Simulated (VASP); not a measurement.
These are LDA (Ceperley-Alder, Perdew-Zunger), VASP's LDA PAW potentials (set 64) (plane waves; VASP) values and carry that method's errors.

VASP ran on this input.

File KPOINTS:
```
Automatic mesh
0
Gamma
18 18 18
0 0 0
```

### INCAR
```
SYSTEM  =  Ni
PREC  =  Accurate; ENCUT  =  500; LREAL  =  F
LASPH  =  T
EDIFF  =  1E-6; NELM  =  100; ALGO  =  Normal
LMAXMIX  =  4
ISMEAR  =  1; SIGMA  =  0.1
ISPIN  =  2; MAGMOM  =  0.6
IBRION  =  2; NSW  =  40; ISIF  =  3
EDIFFG  =  -0.02; PSTRESS  =  50
LWAVE  =  F; LCHARG  =  F; LORBIT  =  10
```

### POSCAR
```
Ni
1.0
  0.0000000000   1.7007161116   1.7007161116
  1.7007161116   0.0000000000   1.7007161116
  1.7007161116   1.7007161116   0.0000000000
Ni
1
Cart
  0.0000000000   0.0000000000   0.0000000000
```

POTCAR, in this order: Ni (LDA.64 set). Program: vasp_std.

The resulting files:

**OSZICAR**
```
       N       E                     dE             d eps       ncg     rms          rms(c)
DAV:   1     0.212061409218E+02    0.21206E+02   -0.47870E+03  7164   0.144E+03
DAV:   2    -0.729322303359E+01   -0.28499E+02   -0.27426E+02  7111   0.166E+02
DAV:   3    -0.768675815965E+01   -0.39354E+00   -0.39305E+00  8097   0.262E+01
DAV:   4    -0.769044940335E+01   -0.36912E-02   -0.36909E-02  7993   0.221E+00
DAV:   5    -0.769053073960E+01   -0.81336E-04   -0.81335E-04  8113   0.288E-01    0.113E+01
DAV:   6    -0.687096138029E+01    0.81957E+00   -0.15717E+01  7387   0.673E+01    0.543E+00
DAV:   7    -0.660371861596E+01    0.26724E+00   -0.22875E+00  7425   0.246E+01    0.226E+00
DAV:   8    -0.658072028066E+01    0.22998E-01   -0.27127E-02 10125   0.190E+00    0.952E-01
DAV:   9    -0.657846244970E+01    0.22578E-02   -0.11783E-03 10344   0.321E-01    0.272E-01
DAV:  10    -0.657781745758E+01    0.64499E-03   -0.51365E-04  9773   0.190E-01    0.427E-02
DAV:  11    -0.657782361801E+01   -0.61604E-05   -0.41603E-06  7268   0.310E-02    0.237E-02
DAV:  12    -0.657782392700E+01   -0.30898E-06   -0.53582E-06  5228   0.218E-02
   1 F= -.62707910E+01 E0= -.62708897E+01  d E =-.627079E+01  mag=     0.5990
```

**OUTCAR**
```
------------------------ aborting loop because EDIFF is reached ----------------------------------------
  FORCE on cell =-STRESS in cart. coord.  units (eV):
  Direction    XX          YY          ZZ          XY          YZ          ZX
  --------------------------------------------------------------------------------------
  Total        0.3105983      0.3105983      0.3105983      0.0000000      0.0000000     -0.0000000
  in kB       50.5806228     50.5806228     50.5806228      0.0000000      0.0000000     -0.0000000
  external PRESSURE =       0.5806228 kB  Pullay stress =      50.0000000 kB
  volume of cell :        9.84
      direct lattice vectors                 reciprocal lattice vectors
     0.000000000  1.700716112  1.700716112    -0.293993804  0.293993804  0.293993804
     1.700716112  0.000000000  1.700716112     0.293993804 -0.293993804  0.293993804
     1.700716112  1.700716112  0.000000000     0.293993804  0.293993804 -0.293993804
 POSITION                                       TOTAL-FORCE (eV/Angst)
 -----------------------------------------------------------------------------------
      0.00000      0.00000      0.00000        -0.000000      0.000000     -0.000000
 -----------------------------------------------------------------------------------
    total drift:                                0.000000     -0.000000      0.000000
  FREE ENERGIE OF THE ION-ELECTRON SYSTEM (eV)
  ---------------------------------------------------
  free  energy   TOTEN  =        -6.5778239270 eV

  energy  without entropy=       -6.5781199434  energy(sigma->0) =       -6.57792260
  enthalpy is  TOTEN    =        -6.2707910405 eV   P V=        0.3070328865

 total charge

# of ion       s       p       d       tot
------------------------------------------
    1        0.545   0.593   8.378   9.516

 magnetization (x)

# of ion       s       p       d       tot
------------------------------------------
    1       -0.004  -0.018   0.619   0.597

 reached required accuracy - stopping structural energy minimisation
```
(Selected blocks of OUTCAR.)

The compound is Ni in the fcc structure. It was relaxed first under an external pressure of 5 GPa.
